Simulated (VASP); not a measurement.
# A VASP study of GdAl2 (SCAN + U): structure first, properties next, part 3 of 3

Wanted: the relaxed cell of GdAl2 and its properties. The start is a computed cell from the Materials Project.

VASP 6.6.1, plane waves and PAW; the level of theory is named at each step.

Still holding for the runs below: The magnetic order is the lowest of the few collinear ones that converged above; longer or canted patterns were not tried.

So far, largest spin moment in the PAW sphere (μB): step 2 (magnetic order: ferromagnetic) 7.18; step 3 (magnetic order: antiferromagnetic within the cell) 7.12; step 4 (magnetic order: antiferromagnetic, q = (0, 0, 1/2)) 7.17; step 5 (magnetic order: antiferromagnetic, q = (1/2, 1/2, 0)) 7.13; step 7 (full relaxation (SCAN + U)) 7.18. The relaxed cell has a = 7.871 Å (conventional setting).

## (10) Total and projected DOS (SCAN + U) (continued)

The density of states has structure finer than the step of the table below, so its rows give means over 0.5 eV, whole bins alone (the curve runs from -12.0 to 3.69 eV). Peaks (eV: height): total up -7.61: 75.8; total down -3.91: 3.34, 2.17: 3.44, 2.55: 3.16, 3.31: 3.46; Al p down -2.10: 0.306, -1.72: 0.322, -0.49: 0.302, 0.46: 0.286; Al s down -8.18: 0.258, -6.95: 0.261, -3.91: 0.608, 3.41: 0.125; Gd f up -7.61: 74.1.

States under -12.0 eV and over 3.7 eV are left out. The density of states by energy, zero at the Fermi level; means over each step; values in states/eV/cell:

| energy (eV) | total up | total down | Al p down | Al s down | Gd f up | Gd f down |
| --- | --- | --- | --- | --- | --- | --- |
| -10.0 | 0 | 0 | 0 | 0 | 0 | 0 |
| -9.5 | 0.0490 | 0.0906 | 4.3e-4 | 0.0232 | 9.6e-5 | 0 |
| -9.0 | 0.255 | 0.325 | 0.00353 | 0.0826 | 8.9e-4 | 1.9e-5 |
| -8.5 | 0.463 | 0.663 | 0.0130 | 0.168 | 0.00779 | 2.0e-4 |
| -8.0 | 0.938 | 0.858 | 0.0249 | 0.212 | 0.152 | 6.6e-5 |
| -7.5 | 28.4 | 0.230 | 0.0108 | 0.0520 | 27.6 | 0 |
| -7.0 | 0.750 | 0.925 | 0.0578 | 0.190 | 0.0325 | 3.7e-4 |
| -6.5 | 0.666 | 0.473 | 0.0361 | 0.0896 | 0.0201 | 4.5e-5 |
| -6.0 | 0.299 | 0.240 | 0.0225 | 0.0410 | 0.00568 | 0 |
| -5.5 | 0.252 | 0.124 | 0.0144 | 0.0182 | 0.00265 | 0 |
| -5.0 | 1.12 | 0.454 | 0.0392 | 0.0591 | 0.00473 | 4.1e-4 |
| -4.5 | 0.906 | 1.07 | 0.0854 | 0.145 | 0.00369 | 0.00136 |
| -4.0 | 1.74 | 1.90 | 0.117 | 0.333 | 0.00794 | 0.00270 |
| -3.5 | 0.513 | 0.605 | 0.0357 | 0.107 | 0.00213 | 0.00127 |
| -3.0 | 1.17 | 0.629 | 0.0874 | 0.0297 | 0.00410 | 0.00122 |
| -2.5 | 1.62 | 1.38 | 0.209 | 0.0385 | 0.00484 | 0.00299 |
| -2.0 | 2.18 | 1.59 | 0.246 | 0.0221 | 0.00881 | 0.00433 |
| -1.5 | 1.51 | 1.85 | 0.262 | 0.0250 | 0.00612 | 0.00826 |
| -1.0 | 2.40 | 1.06 | 0.137 | 0.0266 | 0.00715 | 0.00743 |
| -0.5 | 1.85 | 1.64 | 0.191 | 0.0520 | 0.00445 | 0.0132 |
| 0.0 | 1.08 | 0.889 | 0.0975 | 0.0255 | 0.00340 | 0.00776 |
| 0.5 | 0.905 | 1.56 | 0.170 | 0.0220 | 0.00609 | 0.0189 |
| 1.0 | 1.86 | 0.705 | 0.0501 | 0.0202 | 0.0130 | 0.0128 |
| 1.5 | 1.97 | 1.25 | 0.0837 | 0.0388 | 0.0138 | 0.0388 |
| 2.0 | 1.55 | 2.62 | 0.118 | 0.0541 | 0.0111 | 0.0936 |
| 2.5 | 1.63 | 2.33 | 0.0901 | 0.0438 | 0.0124 | 0.153 |
| 3.0 | 2.80 | 1.70 | 0.0757 | 0.0402 | 0.0216 | 0.202 |

The finer mesh and the other smearing move the Fermi level by -0.06 eV from the 5×5×5 run, one measure of the sampling error in the zero of the bands above.

## (11) Zone-centre phonons (SCAN + U)

Zone-centre modes test whether the atoms sit at a minimum within this cell. IBRION = 6 takes the force constants from differences of forces between displaced cells, so the forces must be tight.

INCAR

```
SYSTEM = GdAl2
PREC = Accurate
ENCUT = 450
EDIFF = 1E-08
NELM = 150
ISMEAR = 1
SIGMA = 0.2
LREAL = .FALSE.
ALGO = Normal
METAGGA = SCAN
LASPH = .TRUE.
NBANDS = 42
ISPIN = 2
MAGMOM = 7.182 7.182 -0.023 -0.023 -0.023 -0.023
LDAU = .TRUE.
LDAUTYPE = 2
LDAUL = 3 -1
LDAUU = 5 0
LDAUJ = 0 0
LDAUPRINT = 1
LMAXMIX = 6
AMIX = 0.2
BMIX = 1E-04
AMIX_MAG = 0.8
BMIX_MAG = 1E-04
LORBIT = 11
LWAVE = .FALSE.
LCHARG = .FALSE.
KPAR = 8
IBRION = 6
NFREE = 2
POTIM = 0.015
ISIF = 2
NSW = 1
```

POSCAR

```
GdAl2
1.0
    0.0000000000      3.9356663457      3.9356663457
    3.9356663457      0.0000000000      3.9356663457
    3.9356663457      3.9356663457      0.0000000000
Gd Al
2 4
Direct
    0.5000000000      0.5000000000      0.5000000000
    0.7500000000      0.7500000000      0.7500000000
    0.1250000000      0.1250000000      0.1250000000
    0.6250000000      0.1250000000      0.1250000000
    0.1250000000      0.6250000000      0.1250000000
    0.1250000000      0.1250000000      0.6250000000
```

KPOINTS

```
Automatic mesh
0
Gamma
7 7 7
0 0 0
```

Potentials, in the order of the species: Gd and Al (PBE family, release 64).

Run with:

```sh
$ mpirun -np 8 vasp_std
```

The job ended after 24 min (8 MPI ranks of Intel Xeon 6975P-C (Granite Rapids), shared host; peak memory 9.1 GiB; 3.2 h of CPU time).

The last energy, forces, stress and levels in OUTCAR belong to the last displaced cell, not to the cell of POSCAR. DFT+U on an f shell has many metastable occupations, and no search among them was made.

This step gave:

* bands: 42
* pressure of the cell: -0.1137 GPa
* largest force of the cell: 0 eV/Å

The modes at Γ (shares of kinetic energy by element, %):

| mode | frequency (cm⁻¹) | symmetry | Gd % | Al % |
| --- | --- | --- | --- | --- |
| 1 | -2.5 | acoustic | 73 | 27 |
| 2 | -2.5 | acoustic | 73 | 27 |
| 3 | -2.5 | acoustic | 73 | 27 |
| 4 | 103.4 | T2g | 100 | 0 |
| 5 | 103.4 | T2g | 100 | 0 |
| 6 | 103.4 | T2g | 100 | 0 |
| 7 | 163.7 | T1u | 26 | 74 |
| 8 | 163.7 | T1u | 26 | 74 |
| 9 | 163.7 | T1u | 26 | 74 |
| 10 | 189.9 | T2u | 0 | 100 |
| 11 | 189.9 | T2u | 0 | 100 |
| 12 | 189.9 | T2u | 0 | 100 |
| 13 | 235.5 | Eu | 0 | 100 |
| 14 | 235.5 | Eu | 0 | 100 |
| 15 | 276.6 | T1u | 1 | 99 |
| 16 | 276.6 | T1u | 1 | 99 |
| 17 | 276.6 | T1u | 1 | 99 |
| 18 | 371.7 | A2u | 0 | 100 |

Displacements in mode 4 (103.4 cm⁻¹), the largest set to 1:
```
Gd1 -0.30  0.65  1.00
Gd2  0.30 -0.65 -1.00
Al3  0.00  0.00  0.00
Al4  0.00  0.00  0.00
Al5  0.00  0.00  0.00
Al6  0.00  0.00  0.00
```

Displacements in mode 8 (163.7 cm⁻¹), the largest set to 1:
```
Gd1 -0.23  0.32  0.02
Gd2 -0.23  0.32  0.02
Al3  0.49 -0.82 -0.10
Al4  0.77 -1.00 -0.28
Al5  0.75 -0.98  0.16
Al6  0.51 -0.80 -0.02
```

The three acoustic modes lie within 2.5 cm⁻¹ of zero, and all others are real. By the characters of their eigenvectors the optical modes sort into (cm⁻¹) Raman active: T2g 103; infrared active: T1u 164, T1u 277; silent: T2u 190, Eu 236, A2u 372. With a centre of inversion no mode is active in both.

## (12) Summary of results

| Item | Value |
| --- | --- |
| relaxed volume | 20.32 Å³/atom |
| relaxed conventional cell a, b, c | 7.871, 7.871, 7.871 Å |
| space group after relaxing, within 0.02 Å | Fd-3m (No. 227) |
| moment of the cell (7×7×7 mesh) | 15.5 μB |
| largest site moment (7×7×7 mesh) | 7.17 μB on Gd1 |
| band gap | none, a metal |
| DOS at the Fermi level | 2.18 states/eV/cell |
| highest zone-centre mode | 372 cm⁻¹ |

In words: With SCAN + U, GdAl2 relaxes to 20.32 Å³/atom in space group Fd-3m, comes out as a metal and keeps moments of up to 7.17 μB (7×7×7 mesh). Band structure (SCAN + U), spin up: Of the bands kept, 1 crosses the Fermi level on this path. Band structure (SCAN + U), spin down: Of the bands kept, 4 cross the Fermi level on this path. Zone-centre phonons (SCAN + U): The highest mode in this list at Γ, 371.7 cm⁻¹, is mostly motion of Al (100 % of the kinetic energy). Spin-orbit coupling is left out, and with elements this heavy it would split and shift bands near the Fermi level. The k-sampling is coarse for a metal, so the Fermi level, moments, pressures and the shape of the cell carry errors. Only a few collinear orders were tried, on the cell as listed. Modes at Γ alone can't show that the crystal is stable at other wave vectors. No search among competing phases was made, and a listed structure need not be the one stable at ambient conditions. All values are for a static lattice at zero temperature.

[Lines on the potential files, build, host, timing and source positions are cut from VASP's logs without a mark.]

[Logs are printed without paths, hosts, clocks, repeated set-up lines and the standing remarks that a program may print on its own settings, such as how far it seeks lower states.]

[Hosts, paths, dates, database ids (printed as entryN), source tags and the programs' standing remarks are cut or masked in the printed files.]

[A measured line is paired with the nearest computed mode of its activity, which favours agreement.]
